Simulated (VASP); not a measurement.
Consider the following.

```
Ba
1.0
   -2.33911     2.33911     2.33911
    2.33911    -2.33911     2.33911
    2.33911     2.33911    -2.33911
Ba
1
Direct
  0.00000   0.00000   0.00000
```

Calculation: LDA (Ceperley-Alder, Perdew-Zunger), VASP's LDA PAW potentials (set 64) (plane waves; VASP). Numerical set-up: 520 eV cut-off, 11×11×11 Γ-centred mesh, first-order Methfessel-Paxton smearing of 0.10 eV, potentials Ba_sv.

The job: Ba (bcc), 1 atom, LDA, static run, 520 eV, 11×11×11 Γ-centred mesh. Roughly how much core time does it take on a busy server core?

About 20 core-seconds (one run on a shared machine, a rough figure). It had 56 irreducible k-points, 9 bands, up to 1409 plane waves and 11 electronic steps.

The compound is Ba in the bcc structure. This cell is one point of a volume scan, at 0.94 of the reference volume.
